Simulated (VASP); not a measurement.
Input of a VASP 6.6.1 run:

POSCAR

```
B2Pd
1.0
    3.0376659700      0.0000000000      0.0000000000
   -1.5188324800      2.6306963900      0.0000000000
    0.0000000000      0.0000000000      3.4052820300
B Pd
2 1
Direct
    0.3333000000      0.6667000000      0.5000000000
    0.6666000000      0.3333000000      0.5000000000
    0.0000000000      0.0000000000      0.0000000000
```

The input INCAR.step1:

```
PREC = Accurate ; ENCUT = 520
ISMEAR = -5 ; SIGMA = 0.0182
LREAL = F ; LASPH = T
NELM = 100 ; LMAXMIX = 4
NBANDS = 15 ; GGA = PE
ALGO = Normal ; EDIFF = 1E-4
LWAVE = T ; LCHARG = F
```

File INCAR.step2:

```
PREC = Accurate ; ENCUT = 520
EDIFF = 1E-6 ; ISMEAR = -1
SIGMA = 0.0182 ; LREAL = F
LASPH = T ; NELM = 100
ALGO = Normal ; ISIF = 2
LWAVE = F ; LCHARG = F
LMAXMIX = 4 ; METAGGA = R2SCAN
LMIXTAU = T ; LORBIT = 11
NBANDS = 15 ; ISTART = 1
```

File KPOINTS:

```
regular mesh
0
Gamma
  13 13 10
```

Potentials or basis: VASP PAW PBE potentials, release 64 (B, Pd).

Run with:

```bash
$ cat potpaw_PBE.64/B/POTCAR potpaw_PBE.64/Pd/POTCAR > POTCAR
$ cp INCAR.step1 INCAR
$ mpirun -np 1 vasp_std > vasp.out
$ cp INCAR.step2 INCAR
$ mpirun -np 1 vasp_std > vasp.out
```

Q: Predict the band gap on the k mesh.

A: None (metal or under the smearing width).

Q: Estimate the pressure.

A: 9.2 GPa.

Stress tensor (GPa, compression positive):
```
 6.85  0.00  0.00
 0.00  6.85  0.00
 0.00  0.00 13.98
```

Caveat: the PAW data sets were made with another functional, which shifts forces and pressure a little.
